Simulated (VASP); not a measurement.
All values below come from PBEsol GGA, VASP's PBE PAW potentials (set 64) (plane waves; VASP).

Input for VASP

**POSCAR**
```
As
1
    3.2914305127    -1.8441131213    -0.0983605740
    3.2914305127     1.8441131213    -0.0983605740
    2.3494221528     0.0000000000     2.9536681686
As
2
Direct
  0.2365173976   0.2365173976   0.2365173977
  0.7634826024   0.7634826024   0.7634826023
```

KPOINTS:
```
Regular mesh
0
G
 12 12 12
```

### INCAR
```
SYSTEM = As
PREC = Accurate; ENCUT = 500; LREAL = F
LASPH = T
EDIFF = 1E-6; NELM = 100; ALGO = Normal
LMAXMIX = 4
ISMEAR = 1; SIGMA = 0.1
GGA = PS
IBRION = 2; NSW = 40; ISIF = 3
EDIFFG = -0.02; PSTRESS = 200
LWAVE = F; LCHARG = F
```

POTCAR, in this order: As (PBE.64 set). Program: vasp_std.

What will the output report for the number of irreducible k-points (NKPTS), largest plane-wave count, number of space-group operations, FFT grid (NGX, NGY, NGZ)?

```yaml
number of irreducible k-points (NKPTS): 189
largest_plane_wave_count: 951
number_of_space_group_operations: 12
FFT grid (NGX, NGY, NGZ): 28 × 28 × 28
```

The compound is As in the a7 structure. This run relaxes it under an external pressure of 20 GPa. Symmetry was kept, so distortions that lower it aren't found.
